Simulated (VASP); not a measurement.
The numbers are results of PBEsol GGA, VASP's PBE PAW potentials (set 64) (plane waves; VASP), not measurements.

VASP input:

**KPOINTS**
```
Automatic mesh
0
G
 17 17 17
0 0 0
```

### INCAR
```
LCHARG  =  .FALSE.
IBRION  =  2
NELM  =  100   # most electronic steps
LWAVE  =  .FALSE.
ISIF  =  3
GGA  =  PS   # PBEsol
SYSTEM  =  Pt
ISMEAR  =  1
EDIFFG  =  -0.02
EDIFF  =  1E-6   # SCF stop (eV)
ALGO  =  Normal   # blocked Davidson
NSW  =  40   # most ionic steps
LREAL  =  .FALSE.
ENCUT  =  500
SIGMA  =  0.1   # width (eV)
LMAXMIX  =  6
PREC  =  Accurate
PSTRESS  =  450   # kbar
LASPH  =  .TRUE.   # aspherical one-centre terms
```

File POSCAR:
```
Pt
1.0
  0.0000000000   1.8846545012   1.8846545012
  1.8846545012   0.0000000000   1.8846545012
  1.8846545012   1.8846545012   0.0000000000
Pt
1
Direct
  0.0000000000   0.0000000000   0.0000000000
```

POTCAR, in this order: Pt (PBE.64 set). Program: vasp_std.

The run wrote:

File OSZICAR:
```
       N       E                     dE             d eps       ncg     rms          rms(c)
DAV:   1     0.362930669478E+02    0.36293E+02   -0.55955E+03  3058   0.102E+03
DAV:   2    -0.678154393277E+01   -0.43075E+02   -0.41295E+02  3135   0.192E+02
DAV:   3    -0.718087554968E+01   -0.39933E+00   -0.39757E+00  3538   0.189E+01
DAV:   4    -0.718195561000E+01   -0.10801E-02   -0.10800E-02  3399   0.101E+00
DAV:   5    -0.718196178240E+01   -0.61724E-05   -0.61722E-05  3463   0.674E-02    0.189E+01
DAV:   6    -0.683129944198E+01    0.35066E+00   -0.71889E-01  3043   0.805E+00    0.994E+00
DAV:   7    -0.676784013322E+01    0.63459E-01   -0.22431E-01  3126   0.432E+00    0.257E+00
DAV:   8    -0.676270298977E+01    0.51371E-02   -0.11374E-02  3174   0.114E+00    0.562E-01
DAV:   9    -0.676253087675E+01    0.17211E-03   -0.14983E-04  3143   0.137E-01    0.170E-02
DAV:  10    -0.676253614222E+01   -0.52655E-05   -0.30829E-06  3669   0.132E-02    0.186E-03
DAV:  11    -0.676253627941E+01   -0.13718E-06   -0.47133E-08  1658   0.241E-03
   1 F= -.30021958E+01 E0= -.30018543E+01  d E =-.300220E+01
```

**OUTCAR**
```
------------------------ aborting loop because EDIFF is reached ----------------------------------------
  FORCE on cell =-STRESS in cart. coord.  units (eV):
  Direction    XX          YY          ZZ          XY          YZ          ZX
  --------------------------------------------------------------------------------------
  Total        3.7681913      3.7681913      3.7681913      0.0000000      0.0000000      0.0000000
  in kB      450.9395175    450.9395175    450.9395175      0.0000000      0.0000000      0.0000000
  external PRESSURE =       0.9395175 kB  Pullay stress =     450.0000000 kB
  volume of cell :       13.39
      direct lattice vectors                 reciprocal lattice vectors
     0.000000000  1.884654501  1.884654501    -0.265300616  0.265300616  0.265300616
     1.884654501  0.000000000  1.884654501     0.265300616 -0.265300616  0.265300616
     1.884654501  1.884654501  0.000000000     0.265300616  0.265300616 -0.265300616
 POSITION                                       TOTAL-FORCE (eV/Angst)
 -----------------------------------------------------------------------------------
      0.00000      0.00000      0.00000        -0.000000     -0.000000     -0.000000
 -----------------------------------------------------------------------------------
    total drift:                               -0.000000     -0.000000     -0.000000
  FREE ENERGIE OF THE ION-ELECTRON SYSTEM (eV)
  ---------------------------------------------------
  free  energy   TOTEN  =        -6.7625362794 eV

  energy  without entropy=       -6.7615117576  energy(sigma->0) =       -6.76219477
  enthalpy is  TOTEN    =        -3.0021958397 eV   P V=        3.7603404397

 reached required accuracy - stopping structural energy minimisation
```
(Selected blocks of OUTCAR.)

The compound is Pt in the fcc structure. It was relaxed first under an external pressure of 45 GPa.
